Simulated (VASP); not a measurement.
Output of a VASP run:

File OUTCAR:
```
 ion  position               nearest neighbor table
   1  0.000  0.000  0.000-   2 2.30   2 2.30   2 2.30   2 2.30   2 2.30   2 2.30
   2  0.500  0.500  0.500-   1 2.30   1 2.30   1 2.30   1 2.30   1 2.30   1 2.30
  LATTYP: Found a face centered cubic cell.
 ALAT       =     4.5963141432
 Subroutine PRICEL returns:
 Original cell was already a primitive cell.
 Subroutine GETGRP returns: Found 48 space group operations
The static configuration has the point symmetry O_h .
The dynamic configuration has the point symmetry O_h .
 Subroutine INISYM returns: Found 48 space group operations
 Subroutine IBZKPT returns following result:
 Found     29 irreducible k-points:

 Following reciprocal coordinates:
            Coordinates               Weight
  0.000000  0.000000  0.000000      1.000000
  0.125000  0.000000  0.000000      8.000000
  0.250000  0.000000  0.000000      8.000000
  0.375000  0.000000  0.000000      8.000000
  0.500000  0.000000  0.000000      4.000000
  0.125000  0.125000  0.000000      6.000000
  0.250000  0.125000  0.000000     24.000000
  0.375000  0.125000  0.000000     24.000000
  0.500000  0.125000  0.000000     24.000000
 -0.375000  0.125000  0.000000     24.000000
 -0.250000  0.125000  0.000000     24.000000
 -0.125000  0.125000  0.000000     12.000000
  0.250000  0.250000  0.000000      6.000000
  0.375000  0.250000  0.000000     24.000000
  0.500000  0.250000  0.000000     24.000000
 -0.375000  0.250000  0.000000     24.000000
 -0.250000  0.250000  0.000000     12.000000
  0.375000  0.375000  0.000000      6.000000
  0.500000  0.375000  0.000000     24.000000
 -0.375000  0.375000  0.000000     12.000000
  0.500000  0.500000  0.000000      3.000000
  0.375000  0.250000  0.125000     24.000000
  0.500000  0.250000  0.125000     48.000000
 -0.375000  0.250000  0.125000     24.000000
  0.500000  0.375000  0.125000     24.000000
 -0.375000  0.375000  0.125000     48.000000
 -0.250000  0.375000  0.125000     24.000000
 -0.375000  0.500000  0.125000     12.000000
 -0.250000  0.500000  0.250000      6.000000
 Subroutine IBZKPT_HF returns following result:
   k-points           NKPTS =     29   k-points in BZ     NKDIM =    512   number of bands    NBANDS=     11
   number of dos      NEDOS =    301   number of ions     NIONS =      2
   total plane-waves  NPLWV =  13824
   dimension x,y,z NGX =    24 NGY =   24 NGZ =   24
   dimension x,y,z NGXF=    48 NGYF=   48 NGZF=   48
   ions per type =               1   1
   PREC   = accura    normal or accurate (medium, high low for compatibility)
   ISTART =      1    job   : 0-new  1-cont  2-samecut
   ICHARG =      0    charge: 1-file 2-atom 10-const
   ISPIN  =      1    spin polarized calculation?
   LNONCOLLINEAR =      F non collinear calculations
   LSORBIT =      F    spin-orbit coupling
   INIWAV =      1    electr: 0-lowe 1-rand  2-diag
   ENCUT  =  520.0 eV  38.22 Ry    6.18 a.u.   6.04  6.04  6.04*2*pi/ulx,y,z
   NELM   =     60;   NELMIN=  2; NELMDL=  0     # of ELM steps
   EDIFF  = 0.1E-05   stopping-criterion for ELM
   LREAL  =      F    real-space projection
   NLSPLINE    = F    spline interpolate recip. space projectors
   LMAXMIX     =    2 max onsite mixed and CHGCAR
   VOSKOWN=      0    Vosko Wilk Nusair interpolation
   EDIFFG = 0.1E-04   stopping-criterion for IOM
   NSW    =      0    number of steps for IOM
   NBLOCK =      1;   KBLOCK =      1    inner block; outer block
   IBRION =     -1    ionic relax: 0-MD 1-quasi-New 2-CG
   NFREE  =      0    steps in history (QN), initial steepest desc. (CG)
   ISIF   =      2    stress and relaxation
   ISYM   =      3    0-nonsym 1-usesym 2-fastsym
   TEIN   =    0.0    initial temperature
   TEBEG  =    0.0;   TEEND  =   0.0 temperature during run
   SMASS  =  -3.00    Nose mass-parameter (am)
   PSTRESS=    0.0 pullay stress
   NELECT =      14.0000    total number of electrons
   EFERMI =   0.00;   METHOD = LEGACY
   ISMEAR =     0;   SIGMA  =   0.05  broadening in eV -4-tet -1-fermi 0-gaus
...
```

OSZICAR:
```
       N       E                     dE             d eps       ncg     rms          rms(c)
DAV:   1    -0.103279829864E+02   -0.10328E+02   -0.28224E-01   638   0.587E+00    0.388E-01
DAV:   2    -0.103263358680E+02    0.16471E-02   -0.91448E-03   650   0.159E+00    0.205E-01
DAV:   3    -0.103256929485E+02    0.64292E-03   -0.32208E-03   728   0.660E-01    0.149E-01
DAV:   4    -0.103255808454E+02    0.11210E-03   -0.14178E-04   725   0.244E-01    0.906E-02
DAV:   5    -0.103255242973E+02    0.56548E-04   -0.56959E-05   668   0.137E-01    0.464E-02
DAV:   6    -0.103255109362E+02    0.13361E-04   -0.90881E-06   656   0.530E-02    0.258E-02
DAV:   7    -0.103255067571E+02    0.41791E-05   -0.26026E-06   662   0.373E-02    0.156E-02
DAV:   8    -0.103255058389E+02    0.91824E-06   -0.12474E-06   662   0.231E-02
   1 F= -.10325506E+02 E0= -.10325506E+02  d E =-.294588E-13
```

### OUTCAR
```
------------------------ aborting loop because EDIFF is reached ----------------------------------------
  FORCE on cell =-STRESS in cart. coord.  units (eV):
  Direction    XX          YY          ZZ          XY          YZ          ZX
  --------------------------------------------------------------------------------------
  Total        0.2337687      0.2337687      0.2337687      0.0000000      0.0000000     -0.0000000
  in kB       15.4286475     15.4286475     15.4286475      0.0000000      0.0000000     -0.0000000
  external PRESSURE =      15.4286475 kB  Pullay stress =       0.0000000 kB
  volume of cell :       24.28
      direct lattice vectors                 reciprocal lattice vectors
     0.000000000  2.298157072  2.298157072    -0.217565634  0.217565634  0.217565634
     2.298157072  0.000000000  2.298157072     0.217565634 -0.217565634  0.217565634
     2.298157072  2.298157072  0.000000000     0.217565634  0.217565634 -0.217565634
  FREE ENERGIE OF THE ION-ELECTRON SYSTEM (eV)
  ---------------------------------------------------
  free  energy   TOTEN  =       -10.3255058389 eV

  energy  without entropy=      -10.3255058389  energy(sigma->0) =      -10.32550584

  exchange ACFDT corr.  =         0.00000000  see jH, gK, PRB 81, 115126
```
(Selected blocks of OUTCAR.)

### POSCAR
```
NaF
1
    0.0000000000     2.2981570716     2.2981570716
    2.2981570716     0.0000000000     2.2981570716
    2.2981570716     2.2981570716     0.0000000000
Na F
1 1
Direct
  0.0000000000   0.0000000000   0.0000000000
  0.5000000000   0.5000000000   0.5000000000
```

Problem. Write an INCAR and KPOINTS that could have produced this output.

Solution. This is not unique; one that fits is the input of the run itself, HSE06 screened hybrid, plane waves, VASP's PBE PAW potentials (set 64).

### INCAR
```
SYSTEM = NaF
PREC = Accurate; ENCUT = 520; LREAL = .False.
LASPH = .True.; ISYM = 3
EDIFF = 1E-6; NELM = 60; ALGO = Normal
ISMEAR = 0; SIGMA = 0.05
GGA = PE; LHFCALC = .True.; AEXX = 0.25
HFSCREEN = 0.2; PRECFOCK = Fast
ISIF = 2
LWAVE = .False.; LCHARG = .False.
```

### KPOINTS
```
Regular mesh
0
Gamma
  8 8 8
```

POTCAR, in this order: Na_pv F (PBE.64 set). Program: vasp_std. Read from the step before: WAVECAR.

The compound is NaF in the rock salt structure. This cell is one point of a volume scan, at 0.94 of the reference volume. The cell's shape comes from a PBE relaxation.
